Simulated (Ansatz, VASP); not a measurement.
# GaN in two plane-wave programs

Wanted: the spread between two codes on one cell, functional and k mesh. The cell is taken from a series of runs on this material, whose earlier steps may have relaxed, scaled, displaced or heated it; both programs get it as it stands.

Program: Ansatz 0.2.0. Level of theory: plane waves, with VASP 6.6.1 beside it; single point at LDA. Results are calculated unless marked as measured.

## (1) Starting point

Symmetry: F-43m, No. 216, cubic system. The conventional cell has a = 4.425 Å, b = 4.425 Å, c = 4.425 Å, α = 90.00°, β = 90.00°, γ = 90.00°. Nearest to N lie 4 Ga at 1.92 Å. Ga has 4 N at 1.92 Å nearest. Farther neighbours and most contacts between anions are not listed.

As a file:

```
N Ga
1.0
     0.00000    2.21265    2.21265
     2.21265    0.00000    2.21265
     2.21265    2.21265    0.00000
N Ga
1 1
Direct
  0.25000 0.25000 0.25000
  0.00000 0.00000 0.00000
```

## (2) VASP: single point, LDA, pair 1

A single point gives forces, pressure and levels at one fixed geometry, so differences don't come from the geometry; what else differs is listed under the comparison.

Lines of VASP's logs that name or quote its potential files are left out, and so is its time.

Input file INCAR:

```
SYSTEM = GaN
PREC = Accurate
ENCUT = 600
EDIFF = 1E-06
NELM = 120
ISMEAR = 0
SIGMA = 0.01
LREAL = .FALSE.
ALGO = Normal
GGA = PW92
NBANDS = 15
LORBIT = 11
LWAVE = .FALSE.
LCHARG = .FALSE.
ISIF = 2
LASPH = .TRUE.
GGA_COMPAT = .FALSE.
EFERMI = MIDGAP
```

Input file POSCAR:

```
GaN
1.0
    0.0000000000      2.2126517151      2.2126517151
    2.2126517151      0.0000000000      2.2126517151
    2.2126517151      2.2126517151      0.0000000000
N Ga
1 1
Direct
    0.2500000000      0.2500000000      0.2500000000
    0.0000000000      0.0000000000      0.0000000000
```

Input file KPOINTS:

```
Automatic mesh
0
Gamma
12 12 12
0 0 0
```

Potentials, in the order of the species: N and Ga_d (LDA family, release 64).

Started as:

```
mpirun -np 1 vasp_std
```

Numbers of over 12 decimals in the logs are rounded to 6 here.

What it wrote:

```text
[banner, memory and clock lines left out]
running    1 mpi-ranks, on    1 nodes
 distrk:  each k-point on    1 cores,    1 groups
 distr:  one band on    1 cores,    1 groups

 POSCAR found type information on POSCAR N Ga
 POSCAR found :  2 types and       2 ions
|                                                                             |
|               ----> ADVICE to this user running VASP <----                  |
|                                                                             |
|     You enforced a specific xc type in the INCAR file but a different       |
|     [... a line on the potential file left out ...]
|     I HOPE YOU KNOW WHAT YOU ARE DOING!                                     |
|                                                                             |

 LDA part: xc-table for (Slater(with rela. corr.)+PW92), standard interpolation
 POSCAR, INCAR and KPOINTS ok, starting setup
 FFT: planning ... GRIDC
 FFT: planning ... GRID_SOFT
 FFT: planning ... GRID
 WAVECAR not read
 entering main loop
       N       E                     dE             d eps       ncg     rms          rms(c)
DAV:   1     0.913489092221E+02    0.91349E+02   -0.10165E+04  2375   0.237E+03
DAV:   2    -0.926882169615E+01   -0.10062E+03   -0.93679E+02  2440   0.375E+02
DAV:   3    -0.159945727429E+02   -0.67258E+01   -0.66854E+01  2426   0.795E+01
DAV:   4    -0.160746310997E+02   -0.80058E-01   -0.80033E-01  2588   0.907E+00
DAV:   5    -0.160756939882E+02   -0.10629E-02   -0.10629E-02  2677   0.999E-01    0.772E+00
DAV:   6    -0.139981231739E+02    0.20776E+01   -0.52375E+00  3233   0.450E+01    0.266E+00
DAV:   7    -0.139717959880E+02    0.26327E-01   -0.27607E-01  2482   0.640E+00    0.169E+00
DAV:   8    -0.139466573557E+02    0.25139E-01   -0.65815E-02  2594   0.303E+00    0.668E-01
DAV:   9    -0.139435516561E+02    0.31057E-02   -0.12806E-02  3022   0.263E+00    0.183E-01
DAV:  10    -0.139435572487E+02   -0.55926E-05   -0.16276E-03  2772   0.615E-01    0.641E-02
DAV:  11    -0.139435007161E+02    0.56533E-04   -0.20150E-04  3233   0.258E-01    0.578E-03
DAV:  12    -0.139435026033E+02   -0.18872E-05   -0.16740E-05  2482   0.472E-02    0.424E-03
DAV:  13    -0.139435025967E+02    0.65966E-08   -0.38027E-07  1570   0.139E-02
   1 F= -.13943503E+02 E0= -.13943503E+02  d E =0.000000E+00
```

Parts of OUTCAR (step 2):

```text
ion  position               nearest neighbor table
   1  0.250  0.250  0.250-   2 1.92   2 1.92   2 1.92   2 1.92
   2  0.000  0.000  0.000-   1 1.92   1 1.92   1 1.92   1 1.92

  LATTYP: Found a face centered cubic cell.
 ALAT       =     4.4253034302

 Subroutine GETGRP returns: Found 24 space group operations
 (whereof 24 operations were pure point group operations)

The static configuration has the point symmetry T_d .

 Found     72 irreducible k-points:

   k-points           NKPTS =     72   k-points in BZ     NKDIM =     72   number of bands    NBANDS=     15

   dimension x,y,z NGX =    28 NGY =   28 NGZ =   28
   dimension x,y,z NGXF=    56 NGYF=   56 NGZF=   56

   ENCUT  =  600.0 eV  44.10 Ry    6.64 a.u.   6.25  6.25  6.25*2*pi/ulx,y,z

   NELECT =      18.0000    total number of electrons

 k-points in reciprocal lattice and weights: Automatic mesh
   0.00000000  0.00000000  0.00000000       0.001
   0.08333333  0.00000000  0.00000000       0.005
   0.16666667  0.00000000  0.00000000       0.005
   0.25000000  0.00000000  0.00000000       0.005
   0.33333333  0.00000000  0.00000000       0.005
   0.41666667  0.00000000  0.00000000       0.005
   0.50000000  0.00000000  0.00000000       0.002
   0.08333333  0.08333333  0.00000000       0.003
   0.16666667  0.08333333  0.00000000       0.014
[...]
-0.33333333  0.50000000  0.16666667       0.007
  -0.25000000  0.50000000  0.25000000       0.003

 average (electrostatic) potential at core
       1 -61.4186       2 -64.1487

 E-fermi :   6.7071

 k-point     1 :       0.0000    0.0000    0.0000
  band No.  band energies     occupation
    ...
      5      -7.5910      2.00000
      6      -7.5910      2.00000
      7       5.6537      2.00000
      8       5.6537      2.00000
      9       5.6537      2.00000
     10       7.7604      0.00000
     11      16.1109      0.00000
     12      16.1109      0.00000
     13      16.1109      0.00000
     14      23.7015      0.00000
    ...

 k-point     2 :       0.0833    0.0000    0.0000
  band No.  band energies     occupation
    ...
      5      -7.5923      2.00000
      6      -7.5923      2.00000
      7       4.8537      2.00000
      8       5.5718      2.00000
      9       5.5718      2.00000
     10       8.3689      0.00000
     11      15.7445      0.00000
     12      16.2376      0.00000
     13      16.2376      0.00000
     14      23.6119      0.00000
    ...

 k-point     3 :       0.1667    0.0000    0.0000
  band No.  band energies     occupation
    ...
      5      -7.5931      2.00000
      6      -7.5931      2.00000
      7       3.3550      2.00000
      8       5.3586      2.00000
      9       5.3586      2.00000
     10       9.2943      0.00000
     11      15.0633      0.00000
     12      16.4920      0.00000
     13      16.4920      0.00000
     14      22.6648      0.00000
    ...

  Total        0.6983437      0.6983437      0.6983437     -0.0000000      0.0000000     -0.0000000
  in kB       51.6429009     51.6429009     51.6429009     -0.0000000      0.0000000     -0.0000000
  external PRESSURE =      51.6429009 kB  Pullay stress =       0.0000000 kB

  energy-cutoff  :      600.00
  volume of cell :       21.67
      direct lattice vectors                 reciprocal lattice vectors
     0.000000000  2.212651715  2.212651715    -0.225973205  0.225973205  0.225973205
     2.212651715  0.000000000  2.212651715     0.225973205 -0.225973205  0.225973205
     2.212651715  2.212651715  0.000000000     0.225973205  0.225973205 -0.225973205

 POSITION                                       TOTAL-FORCE (eV/Angst)
 -----------------------------------------------------------------------------------
      1.10633      1.10633      1.10633         0.000000      0.000000      0.000000
      0.00000      0.00000      0.00000        -0.000000     -0.000000     -0.000000
 -----------------------------------------------------------------------------------
    total drift:                               -0.000000     -0.000000     -0.000000

  FREE ENERGIE OF THE ION-ELECTRON SYSTEM (eV)
  ---------------------------------------------------
  free  energy   TOTEN  =       -13.9435025967 eV

  energy  without entropy=      -13.9435025967  energy(sigma->0) =      -13.94350260

 total charge
# of ion       s       p       d       tot
------------------------------------------
    1        1.206   2.528   0.000   3.735
    2        0.809   0.978  10.212  11.999
--------------------------------------------------
tot          2.016   3.506  10.212  15.734

[... 3 further parts left out ...]
```

The run ends at a pressure of 5.16 GPa.

## (3) Ansatz: single point, LDA, pair 1

Ansatz runs on its PAW soft_1 files.

The same cell, functional (in two slightly different forms) and mesh now go to Ansatz, which takes its cutoff from its data sets.

Input file input.yaml:

```yaml
crystal:
  lattice:
    - [0.0, 2.2126517151, 2.2126517151]
    - [2.2126517151, 0.0, 2.2126517151]
    - [2.2126517151, 2.2126517151, 0.0]
  atoms:
    - { symbol: "N", position: [0.25, 0.25, 0.25] }
    - { symbol: Ga, position: [0.0, 0.0, 0.0] }
kpoints:
  mp_grid: { grid: [12, 12, 12] }
hamiltonian:
  xc: lda
  pseudopotentials: { kind: paw, azcp: { folder: soft_1 }, xc_functional: pbe }
scf:
  occupations: { method: fixed }
output:
  forces: true
  stress: true
  eigenvalues: true
```

Started as:

```
ansatz run input.yaml --threads 4 --pin off --max-ram 10240MiB --backend cpu --events-out ev --progress --plain --runs-dir out
```

What it wrote:

```text
Engine: ansatz 0.2.0, x86_64-unknown-linux-gnu
Pseudopotentials: kind: paw
Pseudopotential: N, paw, valence charge 5, recommended cutoff 420 eV (normal), soft_1/N.paw.azcp
Pseudopotential: Ga, paw, valence charge 13, recommended cutoff 420 eV (normal), soft_1/Ga.paw.azcp
Functional definition: SPW92
  exchange = slater_x
  correlation = pw_c
Crystal: 2 atoms, lattice volume = 21.666 Å³
Basis set: ecut = 420 eV, 411 PW (Γ)
Bands: 13, of which v1, the nominal top of the filled ones, is band 9 counted from 1 (8 counted from 0)
Symmetry: 24 space group operations
Space group: F-43m (ITA 216), of the structure as read, at distance tolerance 2.8e-5 Å
k-points: 72 of 1728 (time reversal used)
Non-local potential: N, projectors of the file, l = 0: 2, l = 1: 2, l = 2: 1
Non-local potential: Ga, projectors of the file, l = 0: 2, l = 1: 2, l = 2: 3, l = 3: 1
PAW form: soft (Blöchl's): semilocal exchange-correlation on the pseudo side does not see the compensation charge
PAW frozen core: N, regenerated for the run's functional, and the local potential with it (the file was generated under x = pbe(κ = 0.804, μ = 0.219515), c = pbe(β = 0.066725))
PAW frozen core: Ga, regenerated for the run's functional, and the local potential with it (the file was generated under x = pbe(κ = 0.804, μ = 0.219515), c = pbe(β = 0.066725))
PAW one-centre angular grid: N, 110 points (default); XC on 64 Gauss nodes
PAW one-centre angular grid: Ga, 590 points (default); XC on 64 Gauss nodes
Initial density: superposition of atomic densities (chi_scale 0.1, normalization cell, long waves kept (reshape's long-wave potential 0.00 eV rms))
Initial wavefunctions: pseudopotential atomic-orbital guess
Functional: x = slater, c = lda
SCF iter   1: F=—  HF=-4082.754007 eV  |F-HF|=—  |Δ(HF+E_count)|=         —  Δρ=1.10e-1  dr2=2.31e0  ethr=3.10e-3  ⟨swp⟩=4.0  Hψ=4140  notcnv=0  defer=94
preconditioner: auto → none  [insulator: Δε(μ)=2.997 eV  Ē_g=19.476 eV  n_scr=8 (ndim 8)  ℏωp=33.8 eV  f_vac=0.000  ε∞_Penn≈4.0]
SCF iter   2: F=—  HF=-4082.208213 eV  |F-HF|=—  |Δ(HF+E_count)|=   5.46e-1  Δρ=5.95e-2  dr2=4.67e-1  ethr=3.10e-3  ⟨swp⟩=2.1  Hψ=2311  notcnv=0  defer=18
SCF iter   3: F=—  HF=-4082.092213 eV  |F-HF|=—  |Δ(HF+E_count)|=   1.16e-1  Δρ=1.92e-2  dr2=3.90e-2  ethr=2.60e-3  ⟨swp⟩=2.0  Hψ=1342  notcnv=0  defer=142
SCF iter   4: F=—  HF=-4082.084804 eV  |F-HF|=—  |Δ(HF+E_count)|=   7.41e-3  Δρ=7.76e-3  dr2=5.62e-3  ethr=2.17e-4  ⟨swp⟩=2.0  Hψ=1829  notcnv=0  defer=142
SCF iter   5: F=—  HF=-4082.081988 eV  |F-HF|=—  |Δ(HF+E_count)|=   2.82e-3  Δρ=8.48e-4  dr2=4.25e-5  ethr=3.12e-5  ⟨swp⟩=2.0  Hψ=1706  notcnv=0  defer=142
SCF iter   6: F=—  HF=-4082.081977 eV  |F-HF|=—  |Δ(HF+E_count)|=   1.14e-5  Δρ=1.28e-4  dr2=1.58e-6  ethr=2.36e-7  ⟨swp⟩=2.0  Hψ=1383  notcnv=0  defer=7
SCF iter   7: F=-4082.081976 eV  HF=-4082.081976 eV  |F-HF|=5.33e-9  |Δ(HF+E_count)|=   2.09e-7  Δρ=1.19e-5  dr2=1.37e-8  ethr=5.56e-10  ⟨swp⟩=6.1  Hψ=4795  notcnv=0
SCF 1 converged in 7 iterations: F = -4082.081976 eV  dr2 = 1.37e-8
  greatest PAW one-centre occupation: 0.996 electrons in one spin orbital (limit 2), on the Ga atom at site 1 (counted from 0), in its partial waves of l = 2
SCF converged after 7 iterations
Free energy (F): -4082.081976 eV
Harris-Foulkes:  -4082.081976 eV  (|F-HF|=5.33e-9)
Internal energy: -4082.081976 eV  (E = F + TS)
E sigma→0 (E₀):  -4082.081976 eV
Fermi energy:    10.127164 eV
--- Per-component energies (eV) ---
  E_band       = 0.243912
  E_kinetic    = 242.667941
  E_local      = -1374.170088  (includes V_loc(G=0)·N_el)
  E_nonlocal   = -51.698829
  E_hartree    = 877.636292
  E_xc         = -122.165599
  E_vxc        = -131.847756  (∫ρ·V_xc dr)
  E_paw        = -2039.419444  (= ΣΔE_a)
  E_vpaw       = -439.980882  (= ΣTr[D̂ρ^β])
  E_aug_tail   = 0.000625  (compensation charges beyond the density's cutoff)
  E_ewald      = -1616.741401
  E_core_change = 1.808525  (= ΣΔE_core)
  E_smearing   = -0.000000  (= −TS)
  E_closure    = -0.000000  (closes the sum)
  Σ components = -4082.081976   (vs F -4082.081976, Δ=0.00e0)
--- Forces (eV/Å), atoms counted from 1 ---
  atom   1  N     -0.00000000     0.00000000     0.00000000
  atom   2  Ga    -0.00000000     0.00000000     0.00000000
  max |Σ_I F_I| component: 3.42e-16 eV/Å
--- Stress (GPa, compression-positive) ---
        4.268703      -0.000000       0.000000
        0.000000       4.268703       0.000000
        0.000000       0.000000       4.268703
  P = ⅓ Tr σ = 4.2687 GPa (42.687 kbar)
--- Band table (eV; the first three rows and the last of 72) ---
  k-point 0: bands = [... 5 lower, -3.1536, 10.1272, 10.1272, 10.1272, 12.2203, 20.5966, 20.5966, 20.5966]
  k-point 1: bands = [... 5 lower, -3.1549, 9.3247, 10.0453, 10.0453, 12.8309, 20.2260, 20.7230, 20.7230]
  k-point 2: bands = [... 5 lower, -3.1556, 7.8252, 9.8320, 9.8320, 13.7577, 19.5391, 20.9757, 20.9757]
  k-point 71: bands = [... 5 lower, -0.9384, 4.1351, 6.1418, 6.1584, 16.3566, 18.9129, 20.7130, 21.2666]
```

The run ends at a pressure of 4.27 GPa.

## (4) Comparison

Known differences besides the potentials themselves: fixed occupations in Ansatz, narrow Gaussian smearing in VASP; the cutoff is 420 eV in Ansatz and 600 eV in VASP; VASP's log shows a relativistic correction to its local exchange, Ansatz's none. Total energies have different zeros and are not compared.

Both answers:

```csv
quantity,Ansatz,VASP,difference
pressure (GPa),4.27,5.16,-0.90
gap on the k mesh (eV),2.093,2.107,-0.014
```

A gap on the mesh is an upper bound, since the band edges may lie between its points.

## (5) Ansatz: single point, LDA, pair 2

A single point gives forces, pressure and levels at one fixed geometry, so differences don't come from the geometry; what else differs is listed under the comparison. The cell compared in this pair holds 20.78 Å³, against 21.67 Å³ for the pair before.

The cell is taken from a series of runs on this material, whose earlier steps may have relaxed, scaled, displaced or heated it; both programs get it as it stands.

input.yaml, the sections that differ from step 3:

```yaml
crystal:
  lattice:
    - [0.0, 2.1821284824, 2.1821284824]
    - [2.1821284824, 0.0, 2.1821284824]
    - [2.1821284824, 2.1821284824, 0.0]
  atoms:
    - { symbol: "N", position: [0.25, 0.25, 0.25] }
    - { symbol: Ga, position: [0.0, 0.0, 0.0] }
# kpoints, hamiltonian, scf, output: as in step 3
```

What it wrote:

```text
[...]
Crystal: 2 atoms, lattice volume = 20.781 Å³
Basis set: ecut = 420 eV, 411 PW (Γ)
Bands: 13, of which v1, the nominal top of the filled ones, is band 9 counted from 1 (8 counted from 0)
Symmetry: 24 space group operations
[...]
k-points: 72 of 1728 (time reversal used)
[...]
--- Band table (eV; the first three rows and the last of 72) ---
  k-point 0: bands = [... 5 lower, -2.4914, 10.8136, 10.8136, 10.8136, 13.1780, 21.5474, 21.5474, 21.5474]
  k-point 1: bands = [... 5 lower, -2.4929, 10.0238, 10.7273, 10.7273, 13.7646, 21.1762, 21.6803, 21.6803]
  k-point 2: bands = [... 5 lower, -2.4939, 8.4912, 10.5027, 10.5027, 14.6909, 20.4816, 21.9427, 21.9427]
  k-point 71: bands = [... 5 lower, -0.2292, 4.6483, 6.6171, 6.6333, 17.1232, 20.0357, 21.7318, 22.1235]
[key lines of the parts left out:]
SCF converged after 7 iterations
Free energy (F): -4082.031724 eV
Fermi energy:    10.813605 eV
P = ⅓ Tr σ = 14.3169 GPa (143.169 kbar)
```

The run ends at a pressure of 14.32 GPa.

## (6) VASP: single point, LDA, pair 2

The same cell, functional (in two slightly different forms) and mesh now go to VASP, with its own data sets.

INCAR is that of step 2.

Input file POSCAR:

```
GaN
1.0
    0.0000000000      2.1821284824      2.1821284824
    2.1821284824      0.0000000000      2.1821284824
    2.1821284824      2.1821284824      0.0000000000
N Ga
1 1
Direct
    0.2500000000      0.2500000000      0.2500000000
    0.0000000000      0.0000000000      0.0000000000
```

KPOINTS is that of step 2.

Started as:

```
mpirun -np 1 vasp_std
```

What it wrote:

```text
[banner, memory and clock lines left out]
running    1 mpi-ranks, on    1 nodes
[...]
[... a notice as in an earlier step ...]

 LDA part: xc-table for (Slater(with rela. corr.)+PW92), standard interpolation
 POSCAR, INCAR and KPOINTS ok, starting setup
[...]
entering main loop
       N       E                     dE             d eps       ncg     rms          rms(c)
DAV:   1     0.822957254737E+02    0.82296E+02   -0.10245E+04  2471   0.237E+03
DAV:   2    -0.103927021749E+02   -0.92688E+02   -0.86512E+02  2454   0.353E+02
DAV:   3    -0.160497807875E+02   -0.56571E+01   -0.56335E+01  2384   0.735E+01
DAV:   4    -0.161114583722E+02   -0.61678E-01   -0.61663E-01  2669   0.798E+00
[...]
DAV:  11    -0.138867762619E+02    0.33591E-04   -0.15123E-04  3219   0.205E-01    0.673E-03
DAV:  12    -0.138867776174E+02   -0.13555E-05   -0.11474E-05  2517   0.408E-02    0.677E-03
DAV:  13    -0.138867776070E+02    0.10333E-07   -0.24795E-07  1542   0.111E-02
   1 F= -.13886778E+02 E0= -.13886778E+02  d E =0.000000E+00
```

(Continued in part 2 of 2.)

[Lines on the potential files, build, host, timing and source positions are cut from VASP's logs without a mark.]

[Logs are printed without paths, hosts, clocks, repeated set-up lines and the standing remarks that a program may print on its own settings, such as how far it seeks lower states.]

[Hosts, paths, dates, database ids (printed as entryN), source tags and the programs' standing remarks are cut or masked in the printed files.]
